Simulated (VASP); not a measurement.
# Tantalum: the relaxed cell at several levels of theory, part 2 of 2

How much does the relaxed cell of Tantalum depend on the functional? The starting structure is a measured crystal structure from the Crystallography Open Database. The first relaxation on each setting starts from this cell expanded by 3 % in volume.

VASP 6.6.1.

Results so far: PBEsol 17.66 Å³ an atom; LDA 17.27 Å³ an atom; PBE 18.28 Å³ an atom; PBEsol + D3(BJ) 17.10 Å³ an atom.

### 6. Relaxation with r2SCAN

Level of this step: r2SCAN; plane waves and PAW (Ta_pv) (VASP).

r2SCAN adds the kinetic-energy density, costs more than a GGA and is run with LASPH.

File INCAR:

```
SYSTEM = Ta
PREC = Accurate
ENCUT = 450
EDIFF = 1E-06
NELM = 100
ISMEAR = 1
SIGMA = 0.15
LREAL = .FALSE.
ALGO = Normal
METAGGA = R2SCAN
LASPH = .TRUE.
NBANDS = 11
LORBIT = 11
LWAVE = .FALSE.
LCHARG = .FALSE.
KPAR = 4
IBRION = 2
NSW = 50
ISIF = 3
EDIFFG = -0.006
```

File POSCAR:

```
Ta
1.0
   -1.6692664109      1.6692664109      1.6692664109
    1.6692664109     -1.6692664109      1.6692664109
    1.6692664109      1.6692664109     -1.6692664109
Ta
1
Direct
    0.0000000000      0.0000000000      0.0000000000
```

File KPOINTS:

```
Automatic mesh
0
Gamma
18 18 18
0 0 0
```

PAW data sets: Ta_pv (PBE family, release 64).

Command:

```sh
$ mpirun -np 4 vasp_std
```

Output:

```text
[banner, memory and clock lines left out]
running    4 mpi-ranks, on    1 nodes
[...]
[... a notice as in an earlier step ...]

 LDA part: xc-table for (None), standard interpolation
 POSCAR, INCAR and KPOINTS ok, starting setup
[...]
entering main loop
       N       E                     dE             d eps       ncg     rms          rms(c)
DAV:   1     0.129945933202E+02    0.12995E+02   -0.59740E+03  4290   0.878E+02
DAV:   2    -0.510421377584E+02   -0.64037E+02   -0.62617E+02  4746   0.237E+02
DAV:   3    -0.519247843980E+02   -0.88265E+00   -0.87096E+00  5295   0.273E+01
DAV:   4    -0.519281431968E+02   -0.33588E-02   -0.33582E-02  4777   0.172E+00
[...]
DAV:  10    -0.485718926905E+02    0.86149E-04   -0.23981E-04  4924   0.173E-01    0.348E-02
DAV:  11    -0.485718839605E+02    0.87300E-05   -0.15115E-06  4675   0.123E-02    0.248E-03
DAV:  12    -0.485718848274E+02   -0.86685E-06   -0.40789E-07  2583   0.591E-03
   1 F= -.48571885E+02 E0= -.48572193E+02  d E =-.485719E+02
[... from here on, the cycles between the ionic steps are left out ...]
   2 F= -.48531967E+02 E0= -.48532085E+02  d E =0.399176E-01
   3 F= -.48580574E+02 E0= -.48580956E+02  d E =-.868920E-02
   4 F= -.48580579E+02 E0= -.48580961E+02  d E =-.869415E-02
[...]
reached required accuracy - stopping structural energy minimisation
```

The job ended after 65 s (4 MPI ranks of Intel Xeon Platinum 8259CL at 2.50GHz (Skylake/Cascade Lake), shared host; peak memory 0.63 GiB; 4.3 min of CPU time).

Parts of OUTCAR (step 6):

```text
  Total       -0.0009989     -0.0009989     -0.0009989      0.0000000     -0.0000000      0.0000000
  in kB       -0.0884338     -0.0884338     -0.0884338      0.0000000     -0.0000000      0.0000000
  external PRESSURE =      -0.0884338 kB  Pullay stress =       0.0000000 kB

 POSITION                                       TOTAL-FORCE (eV/Angst)
 -----------------------------------------------------------------------------------
      3.30788      0.00000      0.00000         0.000000      0.000000      0.000000
 -----------------------------------------------------------------------------------
    total drift:                                0.000000      0.000000      0.000000

  FREE ENERGIE OF THE ION-ELECTRON SYSTEM (eV)
  ---------------------------------------------------
  free  energy   TOTEN  =       -48.5805789776 eV

  energy  without entropy=      -48.5817242965  energy(sigma->0) =      -48.58096075

[... 2 parts as in an earlier step ...]

[... 2 further parts left out ...]
[key lines of the parts left out:]
E-fermi :   5.2853
```

With r2SCAN the relaxed cell holds 18.098 Å³ an atom, +0.19 % against the measured cell, with a = 3.308 Å. That is +2.46 % from PBEsol. Pressures at 0.985 and 1.015 times this volume, from two more relaxations that aren't shown, give a bulk modulus of 203.5 GPa.

### 7. Relaxation with r2SCAN + rVV10

rVV10 adds a nonlocal correlation energy for dispersion. This run starts from the cell of an earlier relaxation, which isn't shown; the restart sets up the plane waves anew.

Changes to INCAR since step 6:

```diff
@@ -10,2 +10,6 @@
 METAGGA = R2SCAN
+LUSE_VDW = .TRUE.
+IVDW_NL = 2
+BPARAM = 11.95
+CPARAM = 0.0093
 LASPH = .TRUE.
```

File POSCAR:

```
Ta
1.0
   -1.6508975171      1.6508975171      1.6508975171
    1.6508975171     -1.6508975171      1.6508975171
    1.6508975171      1.6508975171     -1.6508975171
Ta
1
Direct
    0.0000000000      0.0000000000      0.0000000000
```

KPOINTS is that of step 6.

Command:

```sh
$ mpirun -np 4 vasp_std
```

Output:

```text
[banner, memory and clock lines left out]
running    4 mpi-ranks, on    1 nodes
[...]
|                                                                             |
|               ----> ADVICE to this user running VASP <----                  |
|                                                                             |
|     You have switched on vdW-DFT.                                           |
|     This routine was written and supplied by Jiri Klimes. We recommend      |
|     that you carefully read and cite the following publications:            |
|       J. Klimes, D.R. Bowler, A. Michelides                                 |
|          J. Phys.: Cond Matt. 22 022201 (2010)                              |
|       J. Klimes, D.R. Bowler, A. Michelides                                 |
|          Phys. Rev. B. 83, 195131 (2011)                                    |
|     and references therein.                                                 |
|                                                                             |

[...]
DAV:  10    -0.484084798260E+02    0.81880E-04   -0.22671E-04  4812   0.169E-01    0.348E-02
Total rVV10 correction in eV:      0.1715003    12.3843154
Total rVV10 correction in eV:      0.1715003    12.3843154
Total rVV10 correction in eV:      0.1715003    12.3843154
Total rVV10 correction in eV:      0.1715003    12.3843154
DAV:  11    -0.484084721689E+02    0.76571E-05   -0.15034E-06  4568   0.124E-02    0.193E-03
Total rVV10 correction in eV:      0.1715061    12.3843154
Total rVV10 correction in eV:      0.1715061    12.3843154
Total rVV10 correction in eV:      0.1715061    12.3843154
Total rVV10 correction in eV:      0.1715061    12.3843154
DAV:  12    -0.484084728591E+02   -0.69020E-06   -0.26409E-07  2544   0.480E-03
Total rVV10 correction in eV:      0.1715014    12.3843154
Total rVV10 correction in eV:      0.1715014    12.3843154
Total rVV10 correction in eV:      0.1715014    12.3843154
Total rVV10 correction in eV:      0.1715014    12.3843154
Total rVV10 correction in eV:      0.1715042    12.3843154
Total rVV10 correction in eV:      0.1715042    12.3843154
Total rVV10 correction in eV:      0.1715042    12.3843154
Total rVV10 correction in eV:      0.1715042    12.3843154
   1 F= -.48408473E+02 E0= -.48408848E+02  d E =-.484085E+02
[...]
reached required accuracy - stopping structural energy minimisation
```

It took 35 s on 4 MPI ranks; peak memory 0.77 GiB.

From OUTCAR (step 7):

```text
  Total       -0.0043891     -0.0043891     -0.0043891      0.0000000      0.0000000      0.0000000
  in kB       -0.3907244     -0.3907244     -0.3907244      0.0000000      0.0000000      0.0000000
  external PRESSURE =      -0.3907244 kB  Pullay stress =       0.0000000 kB

  FREE ENERGIE OF THE ION-ELECTRON SYSTEM (eV)
  ---------------------------------------------------
  free  energy   TOTEN  =       -48.4084728591 eV

  energy  without entropy=      -48.4095992166  energy(sigma->0) =      -48.40884831

[... 3 parts as in an earlier step ...]

[... 2 further parts left out ...]
[key lines of the parts left out:]
E-fermi :   5.3194
```

With r2SCAN + rVV10 the relaxed cell holds 17.998 Å³ an atom, -0.36 % against the measured cell, with a = 3.302 Å. That is +1.90 % from PBEsol. Pressures at 0.985 and 1.015 times this volume, from two more relaxations that aren't shown, give a bulk modulus of 206.3 GPa.

### 8. Relaxation with rev-vdW-DF2

rev-vdW-DF2 revises the exchange of vdW-DF2 for solids. This run starts from the cell of an earlier relaxation, which isn't shown; the restart sets up the plane waves anew.

Changes to INCAR since step 7:

```diff
@@ -9,7 +9,8 @@
 ALGO = Normal
-METAGGA = R2SCAN
+GGA = MK
+AGGAC = 0
 LUSE_VDW = .TRUE.
-IVDW_NL = 2
-BPARAM = 11.95
-CPARAM = 0.0093
+PARAM1 = 0.1234
+PARAM2 = 0.711357
+ZAB_VDW = -1.8867
 LASPH = .TRUE.
```

File POSCAR:

```
Ta
1.0
   -1.6493831073      1.6493831073      1.6493831073
    1.6493831073     -1.6493831073      1.6493831073
    1.6493831073      1.6493831073     -1.6493831073
Ta
1
Direct
    0.0000000000      0.0000000000      0.0000000000
```

KPOINTS is that of step 7.

Command:

```sh
$ mpirun -np 4 vasp_std
```

Output:

```text
[banner, memory and clock lines left out]
running    4 mpi-ranks, on    1 nodes
[...]
[... a notice as in an earlier step ...]

 [... a notice as in an earlier step ...]

 LDA part: xc-table for (Slater+PW92), standard interpolation
 POSCAR, INCAR and KPOINTS ok, starting setup
[...]
entering main loop
       N       E                     dE             d eps       ncg     rms          rms(c)
DAV:   1     0.535650724976E+02    0.53565E+02   -0.57721E+03  4322   0.857E+02
DAV:   2    -0.913306839775E+01   -0.62698E+02   -0.61308E+02  4759   0.231E+02
DAV:   3    -0.999950763676E+01   -0.86644E+00   -0.85248E+00  5217   0.263E+01
DAV:   4    -0.100022555358E+02   -0.27479E-02   -0.27475E-02  4747   0.156E+00
[...]
DAV:   9    -0.955700478295E+01   -0.32039E-05   -0.47356E-05  4955   0.714E-02    0.236E-02
DAV:  10    -0.955700091968E+01    0.38633E-05   -0.48470E-06  4972   0.262E-02    0.398E-03
DAV:  11    -0.955700084369E+01    0.75985E-07   -0.20567E-07  2763   0.538E-03
   1 F= -.95570008E+01 E0= -.95572477E+01  d E =-.955700E+01
[...]
reached required accuracy - stopping structural energy minimisation
```

Wall time 15 s (4 MPI ranks); peak memory 0.97 GiB; 57 s of CPU time.

Parts of OUTCAR (step 8):

```text
  Total       -0.0028981     -0.0028981     -0.0028981     -0.0000000     -0.0000000      0.0000000
  in kB       -0.2587018     -0.2587018     -0.2587018     -0.0000000     -0.0000000      0.0000000
  external PRESSURE =      -0.2587018 kB  Pullay stress =       0.0000000 kB

 POSITION                                       TOTAL-FORCE (eV/Angst)
 -----------------------------------------------------------------------------------
      0.00000      0.00000      0.00000        -0.000000     -0.000000      0.000000
 -----------------------------------------------------------------------------------
    total drift:                                0.000000      0.000000      0.000000

  FREE ENERGIE OF THE ION-ELECTRON SYSTEM (eV)
  ---------------------------------------------------
  free  energy   TOTEN  =        -9.5570008437 eV

  energy  without entropy=       -9.5577413596  energy(sigma->0) =       -9.55724768

[... 2 parts as in an earlier step ...]

[... 2 further parts left out ...]
[key lines of the parts left out:]
E-fermi :   5.4239
```

With rev-vdW-DF2 the relaxed cell holds 17.948 Å³ an atom, -0.64 % against the measured cell, with a = 3.299 Å. That is +1.62 % from PBEsol. Pressures at 0.985 and 1.015 times this volume, from two more relaxations that aren't shown, give a bulk modulus of 202.9 GPa.

### 9. Relaxation with AM05

AM05 is built from the electron gas and the surface model, and does well on lattice constants. This run starts from the cell of an earlier relaxation, which isn't shown; the restart sets up the plane waves anew.

Changes to INCAR since step 8:

```diff
@@ -9,9 +9,3 @@
 ALGO = Normal
-GGA = MK
-AGGAC = 0
-LUSE_VDW = .TRUE.
-PARAM1 = 0.1234
-PARAM2 = 0.711357
-ZAB_VDW = -1.8867
-LASPH = .TRUE.
+GGA = AM
 NBANDS = 11
```

File POSCAR:

```
Ta
1.0
   -1.6385565673      1.6385565673      1.6385565673
    1.6385565673     -1.6385565673      1.6385565673
    1.6385565673      1.6385565673     -1.6385565673
Ta
1
Direct
    0.0000000000      0.0000000000      0.0000000000
```

KPOINTS is that of step 8.

Command:

```sh
$ mpirun -np 4 vasp_std
```

Output:

```text
[... set-up lines as in an earlier step ...]
 entering main loop
       N       E                     dE             d eps       ncg     rms          rms(c)
DAV:   1     0.516935237991E+02    0.51694E+02   -0.58312E+03  4306   0.855E+02
DAV:   2    -0.119522006258E+02   -0.63646E+02   -0.62130E+02  4730   0.234E+02
DAV:   3    -0.128080549632E+02   -0.85585E+00   -0.84677E+00  5222   0.264E+01
DAV:   4    -0.128107770822E+02   -0.27221E-02   -0.27217E-02  4709   0.158E+00
[...]
DAV:   9    -0.123255231378E+02    0.15655E-04   -0.10364E-04  4874   0.111E-01    0.223E-02
DAV:  10    -0.123255215927E+02    0.15451E-05   -0.26559E-06  4943   0.186E-02    0.379E-03
DAV:  11    -0.123255217349E+02   -0.14221E-06   -0.17215E-07  2781   0.473E-03
   1 F= -.12325522E+02 E0= -.12325689E+02  d E =-.123255E+02
[...]
reached required accuracy - stopping structural energy minimisation
```

Wall time 5.6 s (4 MPI ranks); peak memory 0.55 GiB.

Parts of OUTCAR (step 9):

```text
  Total       -0.0009250     -0.0009250     -0.0009250      0.0000000     -0.0000000      0.0000000
  in kB       -0.0842171     -0.0842171     -0.0842171      0.0000000     -0.0000000      0.0000000
  external PRESSURE =      -0.0842171 kB  Pullay stress =       0.0000000 kB

 POSITION                                       TOTAL-FORCE (eV/Angst)
 -----------------------------------------------------------------------------------
      0.00000      0.00000      0.00000         0.000000      0.000000     -0.000000
 -----------------------------------------------------------------------------------
    total drift:                                0.000000      0.000000      0.000000

  FREE ENERGIE OF THE ION-ELECTRON SYSTEM (eV)
  ---------------------------------------------------
  free  energy   TOTEN  =       -12.3255217349 eV

  energy  without entropy=      -12.3260238247  energy(sigma->0) =      -12.32568910

[... 2 parts as in an earlier step ...]

[... 2 further parts left out ...]
[key lines of the parts left out:]
E-fermi :   5.5053
```

With AM05 the relaxed cell holds 17.597 Å³ an atom, -2.58 % against the measured cell, with a = 3.277 Å. That is -0.37 % from PBEsol. Pressures at 0.985 and 1.015 times this volume, from two more relaxations that aren't shown, give a bulk modulus of 207.8 GPa.

### 10. Comparison

```tsv
level	volume (Å³/atom)	against the measured cell (%)	a (Å)	bulk modulus (GPa)	pressure left (GPa)	core minutes
PBEsol	17.662	-2.22	3.2811	208.6	-0.01	1.65
LDA	17.273	-4.37	3.2569	223.4	0.02	1.55
PBE	18.284	1.22	3.3192	195.3	-0.04	0.76
PBEsol + D3(BJ)	17.1	-5.33	3.246	224.9	-0.01	1.76
r2SCAN	18.098	0.19	3.3079	203.5	-0.01	4.33
r2SCAN + rVV10	17.998	-0.36	3.3018	206.3	-0.04	9.27
rev-vdW-DF2	17.948	-0.64	3.2988	202.9	-0.03	4.19
AM05	17.597	-2.58	3.2771	207.8	-0.01	1.84
```

Core minutes are wall time times ranks, summed over the relaxations behind a row (those for a bulk modulus apart), on shared hosts.

### 11. Summary of results

| Item | Value |
| --- | --- |
| volume, PBEsol | 17.66 Å³/atom |
| volume, LDA | 17.27 Å³/atom |
| volume, PBE | 18.28 Å³/atom |
| volume, PBEsol + D3(BJ) | 17.10 Å³/atom |
| volume, r2SCAN | 18.10 Å³/atom |
| volume, r2SCAN + rVV10 | 18.00 Å³/atom |
| volume, rev-vdW-DF2 | 17.95 Å³/atom |
| volume, AM05 | 17.60 Å³/atom |

**Reading.** Across 8 levels the volume of Tantalum spans 6.9 %, from 17.10 Å³ an atom (PBEsol + D3(BJ)) to 18.28 Å³ (PBE). Against the measured volume of the starting structure, r2SCAN comes nearest (+0.2 %) and PBEsol + D3(BJ) lies farthest (-5.3 %). The measured cell holds zero-point expansion and, unless it was taken cold, thermal expansion, which the runs lack, so small differences decide nothing. Adding D3(BJ) to PBEsol changes the volume by -3.2 %. Adding rVV10 to r2SCAN changes the volume by -0.6 %. The bulk modulus goes from 195.3 GPa (PBE) to 224.9 GPa (PBEsol + D3(BJ)). LASPH is on in some of these runs and off in others, which adds a little to the differences. Spin-orbit coupling is left out of all runs, which can matter with elements this heavy. All runs keep the symmetry of the start, so they can't find a distortion of lower symmetry. Further runs on this material are not shown.

[Lines on the potential files, build, host, timing and source positions are cut from VASP's logs without a mark.]

[Logs are printed without paths, hosts, clocks, repeated set-up lines and the standing remarks that a program may print on its own settings, such as how far it seeks lower states.]

[Hosts, paths, dates, database ids (printed as entryN), source tags and the programs' standing remarks are cut or masked in the printed files.]
